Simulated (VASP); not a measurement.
Data:

```xyz
2
Lattice="1.7800 -3.0831 0.0000 1.7800 3.0831 0.0000 0.0000 0.0000 5.5651" Properties=species:S:1:pos:R:3 pbc="T T T"
Tb     1.7800     1.0277     1.4163
Tb     1.7800    -1.0277     4.1738
```

Method: PBEsol GGA, VASP's PBE PAW potentials (set 64) (plane waves; VASP). Settings: 480 eV cut-off, 12×12×6 Γ-centred mesh, first-order Methfessel-Paxton smearing of 0.10 eV, potentials Tb_3.

The 4f electrons are frozen in the core of the lanthanide potential, so 4f levels, which can set the real gap, and their magnetism are missing.

Which forces act on the atoms, in eV/Å?

```json
[
 {"atom": "Tb1", "Fx": "0.000", "Fy": "0.000", "Fz": "-0.069"},
 {"atom": "Tb2", "Fx": "0.000", "Fy": "0.000", "Fz": "0.069"}
]
```

Give the stress tensor in GPa (positive for a compressed cell).

```
 0.05   0.00   0.00
 0.00   0.05   0.00
 0.00   0.00  -0.15
```
The pressure is its mean diagonal, -0.02 GPa.

The compound is Tb in the hcp structure. This cell was strained or had an atom moved on purpose.
